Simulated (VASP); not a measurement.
# InW: single point with PBE

InW:

```xyz
2
Lattice="3.3177 0.0000 0.0000 0.0000 3.3177 0.0000 0.0000 0.0000 3.3177" Properties=species:S:1:pos:R:3 pbc="T T T"
In    0.0000    0.0000    0.0000
W     1.6588    1.6588    1.6588
```

The cell was built by a generator and needn't be a form met in nature.

```
Program             : VASP 6.6.1
Task                : single point
Functional          : PBE
Potentials or basis : VASP PAW PBE potentials, release 64 (In_d, W_sv)
Cutoff              : 520 eV
k mesh              : 16 × 16 × 16
Occupations         : gaussian, width 0.1 eV
Spin                : no spin polarisation
```

```yaml
Pressure: 0.1 GPa
Band_gap_on_the_k_mesh: none (metal or under the smearing width)
```

Levels at points of the mesh, in eV from the Fermi level:
| k point | band 12 | band 13 | band 14 | band 15 | band 16 | band 17 |
| --- | --- | --- | --- | --- | --- | --- |
| (0.00, 0.00, 0.00) | -2.23 | 1.43 | 1.43 | 1.43 | 4.09 | 4.09 |
| (0.50, 0.00, 0.00) | -2.11 | -1.04 | -1.04 | 1.32 | 2.74 | 8.82 |
| (0.50, 0.50, 0.00) | -2.20 | -2.20 | 0.32 | 0.32 | 2.69 | 4.19 |
| (0.50, 0.50, 0.50) | -4.15 | -0.58 | 2.81 | 2.81 | 4.02 | 4.02 |

Run time: 75 s on 1 thread of Intel(R) Xeon(R) 6975P-C (Granite Rapids) (shared host), peak memory 0.25 GiB.

The run has no spin-orbit coupling, so splittings on W are missing.
